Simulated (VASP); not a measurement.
Calculation: RPBE GGA, VASP's PBE PAW potentials (set 64) (plane waves; VASP).

A VASP calculation is set up with these files.

KPOINTS:
```
Automatic mesh
0
Gamma
10 10 10
0 0 0
```

POSCAR:
```
MgS
1
    0.0000000000     2.6354694367     2.6354694367
    2.6354694367     0.0000000000     2.6354694367
    2.6354694367     2.6354694367     0.0000000000
Mg S
1 1
Direct
  0.0000000000   0.0000000000   0.0000000000
  0.5000000000   0.5000000000   0.5000000000
```

### INCAR
```
! general
SYSTEM = MgS
PREC   = Accurate
ENCUT  = 520   ! plane-wave cut-off (eV)
LREAL  = F
LASPH  = T   ! aspherical one-centre terms

! electronic loop
EDIFF  = 1E-7
NELM   = 100
ALGO   = Normal

! smearing
ISMEAR = -5

! functional
GGA    = RP

! ions
ISIF   = 2   ! forces and stress, cell fixed

! output
LWAVE  = F
LCHARG = T
LORBIT = 11   ! lm-projected
NEDOS  = 601
```

POTCAR, in this order: Mg S (PBE.64 set). Program: vasp_std.

The run wrote:

**OUTCAR**
```
 ion  position               nearest neighbor table
   1  0.000  0.000  0.000-   2 2.64   2 2.64   2 2.64   2 2.64   2 2.64   2 2.64
   2  0.500  0.500  0.500-   1 2.64   1 2.64   1 2.64   1 2.64   1 2.64   1 2.64
  LATTYP: Found a face centered cubic cell.
 ALAT       =     5.2709388734
 Subroutine PRICEL returns:
 Original cell was already a primitive cell.
 Subroutine GETGRP returns: Found 48 space group operations
The static configuration has the point symmetry O_h .
The dynamic configuration has the point symmetry O_h .
 Subroutine INISYM returns: Found 48 space group operations
 Subroutine IBZKPT returns following result:
 Found     47 irreducible k-points:

 Following reciprocal coordinates:
            Coordinates               Weight
  0.000000  0.000000  0.000000      1.000000
  0.100000  0.000000  0.000000      8.000000
  0.200000  0.000000  0.000000      8.000000
  0.300000  0.000000  0.000000      8.000000
  0.400000  0.000000  0.000000      8.000000
  0.500000  0.000000  0.000000      4.000000
  0.100000  0.100000  0.000000      6.000000
  0.200000  0.100000  0.000000     24.000000
  0.300000  0.100000  0.000000     24.000000
...
```

OSZICAR:
```
       N       E                     dE             d eps       ncg     rms          rms(c)
DAV:   1     0.231775699862E+02    0.23178E+02   -0.38276E+03   768   0.827E+02
DAV:   2    -0.738595083018E+01   -0.30564E+02   -0.29683E+02  1048   0.105E+02
DAV:   3    -0.837625316265E+01   -0.99030E+00   -0.99030E+00   808   0.257E+01
DAV:   4    -0.838194295961E+01   -0.56898E-02   -0.56898E-02  1288   0.233E+00
DAV:   5    -0.838194781767E+01   -0.48581E-05   -0.48581E-05   848   0.554E-02    0.494E+00
DAV:   6    -0.801204482816E+01    0.36990E+00   -0.94992E-01   800   0.485E+00    0.393E+00
DAV:   7    -0.797345323942E+01    0.38592E-01   -0.26018E-01  1008   0.279E+00    0.254E+00
DAV:   8    -0.797588286857E+01   -0.24296E-02   -0.19739E-02   832   0.122E+00    0.971E-01
DAV:   9    -0.797568633930E+01    0.19653E-03   -0.60219E-04   944   0.204E-01    0.325E-01
DAV:  10    -0.797579063454E+01   -0.10430E-03   -0.30984E-04  1048   0.127E-01    0.806E-02
DAV:  11    -0.797577971763E+01    0.10917E-04   -0.51047E-05   912   0.361E-02    0.185E-02
DAV:  12    -0.797577992806E+01   -0.21044E-06   -0.25284E-06   928   0.122E-02    0.840E-04
DAV:  13    -0.797578000867E+01   -0.80612E-07   -0.10333E-07   960   0.278E-03
   1 F= -.79757800E+01 E0= -.79757800E+01  d E =0.000000E+00
```

**OUTCAR**
```
------------------------ aborting loop because EDIFF is reached ----------------------------------------
  FORCE on cell =-STRESS in cart. coord.  units (eV):
  Direction    XX          YY          ZZ          XY          YZ          ZX
  --------------------------------------------------------------------------------------
  Total        0.0031130      0.0031130      0.0031130      0.0000000      0.0000000      0.0000000
  in kB        0.1362321      0.1362321      0.1362321      0.0000000      0.0000000      0.0000000
  external PRESSURE =       0.1362321 kB  Pullay stress =       0.0000000 kB
  volume of cell :       36.61
      direct lattice vectors                 reciprocal lattice vectors
     0.000000000  2.635469437  2.635469437    -0.189719521  0.189719521  0.189719521
     2.635469437  0.000000000  2.635469437     0.189719521 -0.189719521  0.189719521
     2.635469437  2.635469437  0.000000000     0.189719521  0.189719521 -0.189719521
 POSITION                                       TOTAL-FORCE (eV/Angst)
 -----------------------------------------------------------------------------------
      0.00000      0.00000      0.00000        -0.000000     -0.000000     -0.000000
      2.63547      2.63547      2.63547         0.000000      0.000000      0.000000
 -----------------------------------------------------------------------------------
    total drift:                                0.000000      0.000000      0.000000
  FREE ENERGIE OF THE ION-ELECTRON SYSTEM (eV)
  ---------------------------------------------------
  free  energy   TOTEN  =        -7.9757800087 eV

  energy  without entropy=       -7.9757800087  energy(sigma->0) =       -7.97578001

 total charge

# of ion       s       p       d       tot
------------------------------------------
    1        0.129   0.117   0.035   0.281
    2        1.316   2.500   0.000   3.816
--------------------------------------------------
tot          1.445   2.616   0.035   4.097
```
(Selected blocks of OUTCAR.)

OUTCAR:
```
 val. band max:        3.4789951351   @ k =   0.0000   0.0000   0.0000

 cond. band min:       6.3089460137   @ k =   0.5000   0.5000   0.0000


 Fermi energy:         3.5203830849

 k-point     1 :       0.0000    0.0000    0.0000
  band No.  band energies     occupation
      1      -8.9594      2.00000
      2       3.4790      2.00000
      3       3.4790      2.00000
      4       3.4790      2.00000
      5       7.0475      0.00000
      6      11.4957      0.00000
      7      11.4957      0.00000
      8      11.4957      0.00000

 k-point     2 :       0.1000    0.0000    0.0000
  band No.  band energies     occupation
      1      -8.8685      2.00000
      2       2.7853      2.00000
      3       3.4179      2.00000
      4       3.4179      2.00000
      5       7.6233      0.00000
      6      11.2306      0.00000
      7      11.6691      0.00000
      8      11.6691      0.00000

 k-point     3 :       0.2000    0.0000    0.0000
  band No.  band energies     occupation
      1      -8.6129      2.00000
      2       1.4682      2.00000
      3       3.2686      2.00000
      4       3.2686      2.00000
      5       8.3277      0.00000
      6      11.2606      0.00000
      7      11.6050      0.00000
      8      11.6050      0.00000

 k-point     4 :       0.3000    0.0000    0.0000
  band No.  band energies     occupation
      1      -8.2522      2.00000
      2       0.1883      2.00000
      3       3.1017      2.00000
      4       3.1017      2.00000
      5       8.3419      0.00000
      6      11.0165      0.00000
      7      11.0165      0.00000
      8      12.2202      0.00000

 k-point     5 :       0.4000    0.0000    0.0000
  band No.  band energies     occupation
      1      -7.9088      2.00000
      2      -0.7500      2.00000
      3       2.9784      2.00000
      4       2.9784      2.00000
      5       8.1484      0.00000
      6      10.5695      0.00000
      7      10.5695      0.00000
...
```

The compound is MgS in the rock salt structure. It was relaxed first.
